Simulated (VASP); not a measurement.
All values below come from PBE GGA, VASP's PBE PAW potentials (set 64) (plane waves; VASP).

A VASP calculation is set up with these files.

**INCAR**
```
NSW = 60
SIGMA = 0.1
PREC = Accurate
GGA = PE
NELM = 100
LREAL = .False.   ! projection in real space or not
SYSTEM = TiCo
ENCUT = 400   ! plane-wave cut-off (eV)
ISIF = 3   ! ions, shape and volume
ALGO = Normal   ! blocked Davidson
IBRION = 2
EDIFF = 1E-6
LCHARG = .False.
LASPH = .True.
LMAXMIX = 4
ISMEAR = 1
EDIFFG = -0.01   ! ionic stop
LWAVE = .False.
```

**KPOINTS**
```
Automatic mesh
0
Gamma
11 11 11
0 0 0
```

File POSCAR:
```
TiCo
1
    2.9658424460    -0.0000000000    -0.0000000000
   -0.0000000000     2.9658424460     0.0000000000
   -0.0000000000     0.0000000000     2.9658424460
Ti Co
1 1
Direct
  0.0000000000   0.0000000000   0.0000000000
  0.5000000000   0.5000000000   0.5000000000
```

POTCAR, in this order: Ti_sv Co (PBE.64 set). Program: vasp_std.

### Question
What does the run give for the energy per atom (σ→0), band gap (on the k-mesh)?

### Answer

- energy per atom (σ→0): -7.814 eV/atom
- band gap (on the k-mesh): none (metal, semimetal or under 0.01 eV)

OSZICAR:
```
...
DAV:   9    -0.156480140943E+02   -0.37885E-01   -0.29881E-01  2104   0.520E+00    0.190E+00
DAV:  10    -0.156315843895E+02    0.16430E-01   -0.84309E-02  2346   0.366E+00    0.519E-01
DAV:  11    -0.156297275063E+02    0.18569E-02   -0.57944E-03  2038   0.858E-01    0.316E-01
DAV:  12    -0.156288999649E+02    0.82754E-03   -0.30059E-03  2202   0.468E-01    0.677E-02
DAV:  13    -0.156288617410E+02    0.38224E-04   -0.14936E-04  1874   0.121E-01    0.384E-02
DAV:  14    -0.156288521538E+02    0.95872E-05   -0.64427E-05  2292   0.718E-02    0.344E-03
DAV:  15    -0.156288520779E+02    0.75876E-07   -0.25589E-06  1512   0.189E-02
   1 F= -.15628852E+02 E0= -.15628957E+02  d E =-.156289E+02
```

The compound is TiCo in the CsCl type structure. It was relaxed first. The start is the result of an earlier pass. The run is not spin-polarised, so no magnetic state was tried. The electron count is odd and the run is not spin-polarised, which forces a metal.
